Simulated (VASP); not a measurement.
Calculation: rev-vdW-DF2, VASP's PBE PAW potentials (set 64) (plane waves; VASP 6.6.1).

VASP ran on this input.

### KPOINTS
```
k-points along high-symmetry lines
10
Line-mode
Reciprocal
  0.000000   0.000000   0.000000 ! GAMMA
  0.000000   0.500000   0.000000 ! X

  0.000000   0.500000   0.000000 ! X
  0.500000   0.500000   0.000000 ! M

  0.500000   0.500000   0.000000 ! M
  0.000000   0.000000   0.000000 ! GAMMA

  0.000000   0.000000   0.000000 ! GAMMA
  0.000000   0.000000   0.500000 ! Z

  0.000000   0.000000   0.500000 ! Z
  0.000000   0.500000   0.500000 ! R

  0.000000   0.500000   0.500000 ! R
  0.500000   0.500000   0.500000 ! A

  0.500000   0.500000   0.500000 ! A
  0.000000   0.000000   0.500000 ! Z

  0.000000   0.500000   0.000000 ! X
  0.000000   0.500000   0.500000 ! R

  0.500000   0.500000   0.000000 ! M
  0.500000   0.500000   0.500000 ! A
```

**INCAR**
```
GGA=MK
LWAVE=.FALSE.
ICHARG=11   # fixed density
PARAM1=0.1234568
PREC=Accurate
SYSTEM=BaTiO3
SIGMA=0.05   # width (eV)
ENCUT=520   # plane-wave cut-off (eV)
ZAB_VDW=-1.8867
LORBIT=11   # lm-projected
NELM=100
LCHARG=.FALSE.
PARAM2=0.7114
EDIFF=1E-7   # SCF stop (eV)
LASPH=.TRUE.   # aspherical one-centre terms
LUSE_VDW=.TRUE.
LREAL=.FALSE.   # projection in real space or not
ALGO=Normal
AGGAC=0.0
ISMEAR=0   # Gaussian
LMAXMIX=4   # l cut-off of mixed one-centre charges
```

POSCAR:
```
BaTiO3
1
    3.9910219969     0.0000000000     0.0000000000
    0.0000000000     3.9910219969    -0.0000000000
    0.0000000000     0.0000000000     4.1006355045
Ba Ti O
1 1 3
Direct
  0.0000000000   0.0000000000   0.0033187185
  0.5000000000   0.5000000000   0.5210792154
  0.5000000000   0.5000000000   0.9710844269
  1.0000000000   0.5000000000   0.4842588196
  0.5000000000   0.0000000000   0.4842588196
```

POTCAR, in this order: Ba_sv Ti_sv O (PBE.64 set). Program: vasp_std. Read from the step before: CHGCAR.

What VASP printed:

OSZICAR:
```
       N       E                     dE             d eps       ncg     rms          rms(c)
DAV:   1     0.429890929812E+03    0.42989E+03   -0.21893E+04  4320   0.183E+03
DAV:   2     0.172286274851E+02   -0.41266E+03   -0.40520E+03  4968   0.481E+02
DAV:   3    -0.293898486901E+02   -0.46618E+02   -0.44978E+02  7016   0.142E+02
DAV:   4    -0.314343331439E+02   -0.20445E+01   -0.20432E+01  5520   0.278E+01
DAV:   5    -0.315245352202E+02   -0.90202E-01   -0.90201E-01  6168   0.432E+00
DAV:   6    -0.315254127884E+02   -0.87757E-03   -0.87756E-03  5584   0.470E-01
DAV:   7    -0.315254262647E+02   -0.13476E-04   -0.13476E-04  6304   0.583E-02
DAV:   8    -0.315254264990E+02   -0.23429E-06   -0.23428E-06  5664   0.593E-03
DAV:   9    -0.315254265027E+02   -0.36607E-08   -0.36354E-08  3960   0.792E-04
   1 F= -.31525427E+02 E0= -.31525427E+02  d E =-.410057E-17
```

**OUTCAR**
```
 val. band max:        3.6727355216   @ k =   0.5000   0.5000   0.5000

 cond. band min:       5.4335770404   @ k =   0.0000   0.0000   0.0000



 k-point     1 :       0.0000    0.0000    0.0000
  band No.  band energies     occupation
      1     -52.7647      2.00000
      2     -29.1695      2.00000
      3     -29.0901      2.00000
      4     -29.0901      2.00000
      5     -21.3011      2.00000
      6     -13.1856      2.00000
      7     -12.5586      2.00000
      8     -12.4538      2.00000
      9      -6.4864      2.00000
     10      -6.4420      2.00000
     11      -6.4420      2.00000
     12       1.2231      2.00000
     13       1.2930      2.00000
     14       1.2930      2.00000
     15       2.2115      2.00000
     16       2.2115      2.00000
     17       2.4432      2.00000
     18       3.0784      2.00000
     19       3.2226      2.00000
     20       3.2226      2.00000
     21       5.4336      0.00000
     22       5.8518      0.00000
     23       5.8518      0.00000
     24       7.6539      0.00000

 k-point     2 :       0.0000    0.0556    0.0000
  band No.  band energies     occupation
      1     -52.7647      2.00000
      2     -29.1695      2.00000
      3     -29.0917      2.00000
      4     -29.0900      2.00000
      5     -21.2978      2.00000
      6     -13.1863      2.00000
      7     -12.5570      2.00000
      8     -12.4529      2.00000
      9      -6.4819      2.00000
     10      -6.4370      2.00000
     11      -6.4311      2.00000
     12       1.2087      2.00000
     13       1.2474      2.00000
     14       1.2869      2.00000
     15       2.1545      2.00000
     16       2.1845      2.00000
     17       2.4339      2.00000
     18       3.0163      2.00000
     19       3.1841      2.00000
     20       3.2209      2.00000
     21       5.5003      0.00000
     22       5.8556      0.00000
     23       5.8607      0.00000
     24       7.7129      0.00000

...
```

The density is held fixed in this step, so its total energy and stress have no physical meaning. Unless said otherwise, spin-orbit coupling is left out, though it shifts the bands of the heavy elements here.

The compound is BaTiO3 in the tetragonal perovskite structure. It was relaxed first.
